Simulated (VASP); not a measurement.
Output of a VASP run:

OSZICAR:
```
       N       E                     dE             d eps       ncg     rms          rms(c)
DAV:   1     0.770049427495E+02    0.77005E+02   -0.73601E+03  1272   0.804E+02
DAV:   2    -0.149159895596E+02   -0.91921E+02   -0.89814E+02  1578   0.190E+02
DAV:   3    -0.178511207050E+02   -0.29351E+01   -0.29246E+01  1431   0.373E+01
DAV:   4    -0.178706487297E+02   -0.19528E-01   -0.19526E-01  1487   0.336E+00
DAV:   5    -0.178708719678E+02   -0.22324E-03   -0.22324E-03  1487   0.335E-01    0.124E+01
DAV:   6    -0.172917377084E+02    0.57913E+00   -0.50438E+00  1228   0.220E+01    0.765E+00
DAV:   7    -0.170685869785E+02    0.22315E+00   -0.99900E-01  1235   0.106E+01    0.361E+00
DAV:   8    -0.170383122316E+02    0.30275E-01   -0.74535E-02  1298   0.200E+00    0.903E-01
DAV:   9    -0.170355659109E+02    0.27463E-02   -0.61967E-03  1389   0.805E-01    0.234E-01
DAV:  10    -0.170355520712E+02    0.13840E-04   -0.99744E-04  1347   0.257E-01    0.443E-02
DAV:  11    -0.170355347851E+02    0.17286E-04   -0.85496E-05  1382   0.972E-02    0.199E-02
DAV:  12    -0.170355355325E+02   -0.74735E-06   -0.72464E-06  1319   0.197E-02
   1 F= -.17035536E+02 E0= -.17035181E+02  d E =-.708462E-03
```

File OUTCAR:
```
------------------------ aborting loop because EDIFF is reached ----------------------------------------
  FORCE on cell =-STRESS in cart. coord.  units (eV):
  Direction    XX          YY          ZZ          XY          YZ          ZX
  --------------------------------------------------------------------------------------
  Total       -1.8597039     -1.8597044     -2.1311798      0.0000000      0.0000000      0.0000000
  in kB      -47.7278146    -47.7278273    -54.6950260      0.0000000      0.0000000      0.0000000
  external PRESSURE =     -50.0502226 kB  Pullay stress =       0.0000000 kB
  volume of cell :       62.43
      direct lattice vectors                 reciprocal lattice vectors
     1.877309000 -3.251595000  0.000000000     0.266338679 -0.153770688  0.000000000
     1.877309000  3.251595000  0.000000000     0.266338679  0.153770688  0.000000000
     0.000000000  0.000000000  5.113528000     0.000000000  0.000000000  0.195559700
 POSITION                                       TOTAL-FORCE (eV/Angst)
 -----------------------------------------------------------------------------------
      0.00000      0.00000      0.00000         0.000000      0.000000     -0.000000
      1.87731      1.08387      1.30395         0.000000     -0.000000     -0.331236
      1.87731     -1.08387      3.80958        -0.000000      0.000000      0.331236
 -----------------------------------------------------------------------------------
    total drift:                               -0.000000     -0.000000      0.000000
  FREE ENERGIE OF THE ION-ELECTRON SYSTEM (eV)
  ---------------------------------------------------
  free  energy   TOTEN  =       -17.0355355325 eV

  energy  without entropy=      -17.0348270709  energy(sigma->0) =      -17.03518130
```
(Selected blocks of OUTCAR.)

**POSCAR**
```
PtSe2
1
    1.8773090000    -3.2515950000     0.0000000000
    1.8773090000     3.2515950000     0.0000000000
    0.0000000000     0.0000000000     5.1135280000
Pt Se
1 2
Direct
  0.0000000000   0.0000000000   0.0000000000
  0.3333330000   0.6666670000   0.2550000000
  0.6666670000   0.3333330000   0.7450000000
```

**Question.** Reconstruct the remaining input files.

**Answer.** This is not unique; one that fits is the input of the run itself, LDA (Ceperley-Alder, Perdew-Zunger), plane waves, VASP's LDA PAW potentials (set 64).

### INCAR
```
SYSTEM = PtSe2
PREC = Accurate
ENCUT = 300
EDIFF = 1E-6
NELM = 100
ALGO = Normal
LREAL = .FALSE.
LASPH = .TRUE.
ISMEAR = -1
SIGMA = 0.01
LMAXMIX = 6
LWAVE = .FALSE.
LCHARG = .FALSE.
ISIF = 2
```

**KPOINTS**
```
Automatic mesh
0
Gamma
8 8 5
0 0 0
```

POTCAR, in this order: Pt Se (LDA.64 set). Program: vasp_std.

At this cut-off the stress carries a Pulay error, which pulls relaxed volumes low.

The structure is a typed PtSe2 crystal (P-3m1). The cell was not relaxed at this level.
